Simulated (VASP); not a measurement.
Level of theory: PBE GGA, VASP's PBE PAW potentials (set 64) (plane waves; VASP).

The input files of a VASP run:

File POSCAR:
```
As
1.0
  3.7300460666  -1.9098316050  -0.0026906552
  3.7300460666   1.9098316050  -0.0026906552
  2.7544675087   0.0000000000   3.1581029982
As
2
direct
  0.2270880827   0.2270880827   0.2270880827
  0.7729119173   0.7729119173   0.7729119173
```

File KPOINTS:
```
Regular mesh
0
Gamma
10 10 10
0 0 0
```

**INCAR**
```
SIGMA  =  0.1
LWAVE  =  .False.
LMAXMIX  =  4
SYSTEM  =  As
LREAL  =  .False.
IBRION  =  1   # quasi-Newton
LASPH  =  .True.   # aspherical one-centre terms
NSW  =  30   # most ionic steps
NELM  =  100
GGA  =  PE   # PBE
PREC  =  Accurate
ALGO  =  Normal   # blocked Davidson
ISIF  =  2   # forces and stress, cell fixed
ISMEAR  =  1   # Methfessel-Paxton
EDIFFG  =  -0.001   # ionic stop
EDIFF  =  1E-8   # SCF stop (eV)
ENCUT  =  400   # plane-wave cut-off (eV)
LCHARG  =  .False.
```

POTCAR, in this order: As (PBE.64 set). Program: vasp_std.

Problem. What will the output report for the number of irreducible k-points (NKPTS), largest plane-wave count, number of space-group operations, FFT grid (NGX, NGY, NGZ)?

Solution. 
The number of irreducible k-points (NKPTS) comes out as 116. The largest plane-wave count is 834 and the number of space-group operations is 12. The FFT grid (NGX, NGY, NGZ) is 28 × 28 × 28.

The compound is As in the a7 structure. This run relaxes the ions in a fixed cell. Symmetry was kept, so distortions that lower it aren't found. The start is the result of an earlier pass.
